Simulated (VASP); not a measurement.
Data:

```yaml
crystal:
  lattice:
    - [0.00000, 2.65578, 2.65578]
    - [2.70890, 0.00000, 2.65578]
    - [2.70890, 2.65578, 0.00000]
  atoms:
    - { symbol: K, position: [0.00000, 0.00000, 0.00000] }
    - { symbol: F, position: [0.50000, 0.50000, 0.50000] }
```

These are PBEsol GGA, VASP's PBE PAW potentials (set 64) (plane waves; VASP) values and carry that method's errors. Run with 600 eV cut-off, 8×8×8 Γ-centred mesh, Gaussian smearing of 0.050 eV, potentials K_sv F.

**Question.** What does the run give for the energy per atom (σ→0), band gap (on the k-mesh) with the smallest direct gap where there is one?

**Answer.** 
```yaml
band gap (on the k-mesh): 6.01 eV
smallest direct gap (on the k-mesh): 6.01 eV
energy per atom (σ→0): -4.260 eV/atom
```

The compound is KF in the rock salt structure. This cell was strained or had an atom moved on purpose.
